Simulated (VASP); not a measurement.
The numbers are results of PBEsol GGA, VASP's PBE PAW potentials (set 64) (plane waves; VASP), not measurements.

VASP input:

**INCAR**
```
ALGO=Normal
EDIFF=1E-7
ENCUT=400
GGA=PS
ISIF=2
ISMEAR=-5
LASPH=.TRUE.
LCHARG=.TRUE.
LMAXMIX=4
LORBIT=11
LREAL=.FALSE.
LWAVE=.FALSE.
NEDOS=601
NELM=100
PREC=Accurate
SYSTEM=AgCl
```

KPOINTS:
```
Regular mesh
0
Gamma
9 9 9
0 0 0
```

POSCAR:
```
AgCl
2.7196290
  0.0000000000   0.9999998460   0.9999998460
  0.9999998460   0.0000000000   0.9999998460
  0.9999998460   0.9999998460   0.0000000000
Ag Cl
1 1
Cart
  0.9999998460   0.9999998460   1.9999996919
  0.9999998460   0.9999998460   0.9999998460
```

POTCAR, in this order: Ag Cl (PBE.64 set). Program: vasp_std.

The resulting files:

### OSZICAR
```
       N       E                     dE             d eps       ncg     rms          rms(c)
DAV:   1     0.815268084088E+02    0.81527E+02   -0.77948E+03  1006   0.101E+03
DAV:   2    -0.306285372360E+01   -0.84590E+02   -0.79801E+02  1095   0.225E+02
DAV:   3    -0.619720590220E+01   -0.31344E+01   -0.31267E+01  1045   0.460E+01
DAV:   4    -0.622068484677E+01   -0.23479E-01   -0.23476E-01  1045   0.454E+00
DAV:   5    -0.622100147546E+01   -0.31663E-03   -0.31662E-03  1030   0.515E-01    0.786E+00
DAV:   6    -0.606588388497E+01    0.15512E+00   -0.37515E-01   983   0.873E+00    0.510E+00
DAV:   7    -0.606329190132E+01    0.25920E-02   -0.76162E-02   920   0.220E+00    0.214E+00
DAV:   8    -0.606188792167E+01    0.14040E-02   -0.42808E-03  1010   0.825E-01    0.327E-01
DAV:   9    -0.606185066670E+01    0.37255E-04   -0.56442E-04  1035   0.335E-01    0.449E-02
DAV:  10    -0.606187034605E+01   -0.19679E-04   -0.33160E-05  1000   0.582E-02    0.172E-02
DAV:  11    -0.606187594461E+01   -0.55986E-05   -0.44514E-06   955   0.217E-02    0.262E-03
DAV:  12    -0.606187590053E+01    0.44078E-07   -0.24915E-07  1046   0.663E-03
   1 F= -.60618759E+01 E0= -.60618759E+01  d E =0.000000E+00
```

### OUTCAR
```
------------------------ aborting loop because EDIFF is reached ----------------------------------------
  FORCE on cell =-STRESS in cart. coord.  units (eV):
  Direction    XX          YY          ZZ          XY          YZ          ZX
  --------------------------------------------------------------------------------------
  Total        0.0017318      0.0017318      0.0017318      0.0000000      0.0000000      0.0000000
  in kB        0.0689678      0.0689678      0.0689678      0.0000000      0.0000000      0.0000000
  external PRESSURE =       0.0689678 kB  Pullay stress =       0.0000000 kB
  volume of cell :       40.23
      direct lattice vectors                 reciprocal lattice vectors
     0.000000000  2.719628581  2.719628581    -0.183848634  0.183848634  0.183848634
     2.719628581  0.000000000  2.719628581     0.183848634 -0.183848634  0.183848634
     2.719628581  2.719628581  0.000000000     0.183848634  0.183848634 -0.183848634
  FREE ENERGIE OF THE ION-ELECTRON SYSTEM (eV)
  ---------------------------------------------------
  free  energy   TOTEN  =        -6.0618759005 eV

  energy  without entropy=       -6.0618759005  energy(sigma->0) =       -6.06187590

 total charge

# of ion       s       p       d       tot
------------------------------------------
    1        0.218   0.164   9.359   9.741
    2        1.594   3.440   0.000   5.034
--------------------------------------------------
tot          1.812   3.604   9.359  14.775
```
(Selected blocks of OUTCAR.)

The compound is AgCl in the rock salt structure. It was relaxed first, which changed the volume by -6 %.
